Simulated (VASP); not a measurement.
Here is the system:

```yaml
crystal:
  lattice:
    - [0.00000, 2.65281, 2.65281]
    - [2.65281, 0.00000, 2.65281]
    - [2.65281, 2.65281, 0.00000]
  atoms:
    - { symbol: Co, position: [0.00000, 0.00000, 0.00000] }
    - { symbol: Si, position: [0.25000, 0.25000, 0.25000] }
    - { symbol: Si, position: [0.75000, 0.75000, 0.75000] }
```

All values below come from r2SCAN+rVV10 with spin-orbit coupling, VASP's PBE PAW potentials (set 64) (plane waves; VASP 6.6.1). Settings: 400 eV cut-off, 9×9×9 Γ-centred mesh, Gaussian smearing of 0.050 eV, potentials Co Si.

### Question
Estimate the energy per atom (σ→0), band gap (over mesh and band path) with the smallest direct gap where there is one.

### Answer

```yaml
band gap (over mesh and band path): none (metal, semimetal or under 0.01 eV)
energy per atom (σ→0): -10571 meV/atom
```

Total energies compare only between runs with the same potentials, cut-off and functional.

The structure comes from a measured CoSi2 entry (Fm-3m) of the Crystallography Open Database, whose conditions weren't checked. It was relaxed first.
